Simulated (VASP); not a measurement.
These are rev-vdW-DF2, VASP's PBE PAW potentials (set 64) (plane waves; VASP) values and carry that method's errors.

Input for VASP

**INCAR**
```
SYSTEM = Zn
PREC = Accurate; ENCUT = 520; LREAL = .FALSE.
LASPH = .TRUE.
EDIFF = 1E-7; NELM = 100; ALGO = Normal
LMAXMIX = 4
ISMEAR = 1; SIGMA = 0.1
GGA = MK; LUSE_VDW = .TRUE.; AGGAC = 0.0
PARAM1 = 0.1234568; PARAM2 = 0.7114; ZAB_VDW = -1.8867
IBRION = 2; NSW = 30; ISIF = 4
EDIFFG = -0.01
LWAVE = .FALSE.; LCHARG = .FALSE.
```

**KPOINTS**
```
Automatic mesh
0
Gamma
16 16 8
0 0 0
```

**POSCAR**
```
Zn
1.0
  1.3543152510  -2.3457432567   0.0000000000
  1.3543152510   2.3457432567   0.0000000000
  0.0000000000   0.0000000000   4.9308731093
Zn
2
Cart
  1.3543152510   0.7819159827   1.2327182773
  1.3543152510  -0.7819159827   3.6981548320
```

POTCAR, in this order: Zn (PBE.64 set). Program: vasp_std.

Output of the run:

OSZICAR:
```
       N       E                     dE             d eps       ncg     rms          rms(c)
DAV:   1     0.101509104538E+03    0.10151E+03   -0.12873E+04  4888   0.235E+03
DAV:   2     0.572949365292E+01   -0.95780E+02   -0.94386E+02  4960   0.301E+02
DAV:   3     0.305478151148E+01   -0.26747E+01   -0.26716E+01  6096   0.615E+01
DAV:   4     0.304701720033E+01   -0.77643E-02   -0.77641E-02  5664   0.339E+00
DAV:   5     0.304700494250E+01   -0.12258E-04   -0.12258E-04  5768   0.111E-01    0.361E+00
DAV:   6     0.322942467650E+01    0.18242E+00   -0.91727E-01  4944   0.209E+01    0.272E+00
DAV:   7     0.323787175746E+01    0.84471E-02   -0.28351E-02  6024   0.307E+00    0.142E+00
DAV:   8     0.324188352628E+01    0.40118E-02   -0.22386E-03  5896   0.716E-01    0.460E-02
DAV:   9     0.324184857379E+01   -0.34952E-04   -0.27188E-04  6576   0.227E-01    0.346E-02
DAV:  10     0.324184106457E+01   -0.75092E-05   -0.23468E-05  5216   0.579E-02    0.347E-03
DAV:  11     0.324184129818E+01    0.23361E-06   -0.26915E-07  5616   0.983E-03    0.184E-03
DAV:  12     0.324184151074E+01    0.21257E-06   -0.67440E-08  3216   0.320E-03    0.997E-05
DAV:  13     0.324184149936E+01   -0.11384E-07   -0.11200E-08  2848   0.129E-03
   1 F= 0.32418415E+01 E0= 0.32419137E+01  d E =0.324184E+01
       N       E                     dE             d eps       ncg     rms          rms(c)
DAV:   1     0.321408075605E+01   -0.27761E-01   -0.51610E-01  5568   0.692E+00    0.978E-01
DAV:   2     0.322953611848E+01    0.15455E-01   -0.15510E-02  5144   0.239E+00    0.590E-01
DAV:   3     0.323794492470E+01    0.84088E-02   -0.10705E-02  6648   0.185E+00    0.611E-02
DAV:   4     0.323784100392E+01   -0.10392E-03   -0.13591E-03  5048   0.442E-01    0.411E-02
DAV:   5     0.323784362300E+01    0.26191E-05   -0.17642E-05  5768   0.947E-02    0.717E-03
DAV:   6     0.323784430580E+01    0.68280E-06   -0.20504E-06  5792   0.243E-02    0.899E-04
DAV:   7     0.323784430353E+01   -0.22765E-08   -0.79369E-08  3288   0.243E-03
   2 F= 0.32378443E+01 E0= 0.32377651E+01  d E =-.399720E-02
       N       E                     dE             d eps       ncg     rms          rms(c)
DAV:   1     0.322453051159E+01   -0.13314E-01   -0.25204E-01  5568   0.484E+00    0.685E-01
DAV:   2     0.323231732786E+01    0.77868E-02   -0.75620E-03  5160   0.169E+00    0.413E-01
DAV:   3     0.323650689192E+01    0.41896E-02   -0.54359E-03  6656   0.129E+00    0.443E-02
DAV:   4     0.323645638431E+01   -0.50508E-04   -0.67318E-04  5040   0.310E-01    0.293E-02
DAV:   5     0.323645785928E+01    0.14750E-05   -0.82106E-06  5752   0.683E-02    0.448E-03
DAV:   6     0.323645812089E+01    0.26161E-06   -0.93717E-07  5568   0.170E-02    0.685E-04
DAV:   7     0.323645811492E+01   -0.59676E-08   -0.41722E-08  2808   0.179E-03
   3 F= 0.32364581E+01 E0= 0.32364592E+01  d E =-.538338E-02
       N       E                     dE             d eps       ncg     rms          rms(c)
DAV:   1     0.318797644840E+01   -0.48482E-01   -0.10089E+00  5568   0.967E+00    0.137E+00
DAV:   2     0.321946377824E+01    0.31487E-01   -0.30909E-02  5208   0.324E+00    0.822E-01
DAV:   3     0.323630433304E+01    0.16841E-01   -0.22961E-02  6568   0.253E+00    0.918E-02
DAV:   4     0.323611994943E+01   -0.18438E-03   -0.26524E-03  4984   0.617E-01    0.627E-02
DAV:   5     0.323612905104E+01    0.91016E-05   -0.40818E-05  5728   0.132E-01    0.789E-03
DAV:   6     0.323613011484E+01    0.10638E-05   -0.44119E-06  5584   0.371E-02    0.152E-03
DAV:   7     0.323613012432E+01    0.94738E-08   -0.18771E-07  4168   0.526E-03
   4 F= 0.32361301E+01 E0= 0.32360394E+01  d E =-.571138E-02
       N       E                     dE             d eps       ncg     rms          rms(c)
DAV:   1     0.322566690134E+01   -0.10463E-01   -0.21542E-01  5552   0.447E+00    0.631E-01
DAV:   2     0.323233160154E+01    0.66647E-02   -0.61986E-03  5192   0.152E+00    0.380E-01
DAV:   3     0.323589156943E+01    0.35600E-02   -0.46066E-03  6544   0.119E+00    0.408E-02
DAV:   4     0.323584668603E+01   -0.44883E-04   -0.60880E-04  5000   0.304E-01    0.269E-02
DAV:   5     0.323584793881E+01    0.12528E-05   -0.70463E-06  5880   0.597E-02    0.430E-03
DAV:   6     0.323584807423E+01    0.13542E-06   -0.55131E-07  5008   0.155E-02    0.820E-04
DAV:   7     0.323584808898E+01    0.14746E-07   -0.12695E-07  2704   0.577E-03
   5 F= 0.32358481E+01 E0= 0.32358646E+01  d E =-.599341E-02
```

File OUTCAR:
```
------------------------ aborting loop because EDIFF is reached ----------------------------------------
  FORCE on cell =-STRESS in cart. coord.  units (eV):
  Direction    XX          YY          ZZ          XY          YZ          ZX
  --------------------------------------------------------------------------------------
  Total       -0.6603770     -0.6603773     -0.6363619      0.0000000     -0.0000000      0.0000000
  in kB      -33.7713544    -33.7713655    -32.5432333      0.0000000     -0.0000000      0.0000000
  external PRESSURE =     -33.3619844 kB  Pullay stress =       0.0000000 kB
  volume of cell :       31.33
      direct lattice vectors                 reciprocal lattice vectors
     1.339865056 -2.320714733  0.000000000     0.373171909 -0.215450866  0.000000000
     1.339865056  2.320714733  0.000000000     0.373171909  0.215450866  0.000000000
    -0.000000000  0.000000000  5.037803829     0.000000000  0.000000000  0.198499194
 POSITION                                       TOTAL-FORCE (eV/Angst)
 -----------------------------------------------------------------------------------
      1.33987      0.77357      1.25945         0.000000     -0.000000      0.000000
      1.33987     -0.77357      3.77835        -0.000000      0.000000      0.000000
 -----------------------------------------------------------------------------------
    total drift:                               -0.000000      0.000079      0.000003
  FREE ENERGIE OF THE ION-ELECTRON SYSTEM (eV)
  ---------------------------------------------------
  free  energy   TOTEN  =         3.2358480890 eV

  energy  without entropy=        3.2358976261  energy(sigma->0) =        3.23586460

 reached required accuracy - stopping structural energy minimisation
```
(Selected blocks of OUTCAR.)

### CONTCAR
```
Zn
   1.00000000000000
     1.3398650557055238   -2.3207147329241731    0.0000000000000000
     1.3398650557055238    2.3207147329241731    0.0000000000000000
    -0.0000000000000000    0.0000000000000000    5.0378038293255472
  Zn
     2
Direct
     0.3333330000000032    0.6666669999999968    0.2500000000000000
     0.6666669999999968    0.3333330000000032    0.7500000000000000
```

The compound is Zn in the hcp structure. This cell is one point of a volume scan, at 1.06 of the reference volume. Symmetry was kept, so distortions that lower it aren't found.
